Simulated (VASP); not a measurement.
Here is the system:

```
CELL_PARAMETERS angstrom
      3.82983     0.00000     0.00000
     -1.91491     3.31673     0.00000
      0.00000     0.00000     6.30846
ATOMIC_POSITIONS crystal
  Ga 0.66667 0.33333 0.50004
  Ga 0.33333 0.66667 0.00004
  P  0.66667 0.33333 0.87396
  P  0.33333 0.66667 0.37396
```

Computed with PBEsol GGA, VASP's PBE PAW potentials (set 64) (plane waves; VASP). Numerical set-up: 400 eV cut-off, 12×12×7 Γ-centred mesh, Gaussian smearing of 0.010 eV, potentials Ga_d P.

Problem. Estimate the energy per atom (σ→0), band gap (on the k-mesh) with the smallest direct gap where there is one.

Solution. 
| Item | Result |
|---|---|
| band gap (on the k-mesh) | 1.29 eV |
| smallest direct gap (on the k-mesh) | 1.29 eV |
| energy per atom (σ→0) | -4953 meV/atom |

The structure comes from a computed database's GaP entry (P6_3mc); how it stands against other phases isn't given here. It was relaxed first.
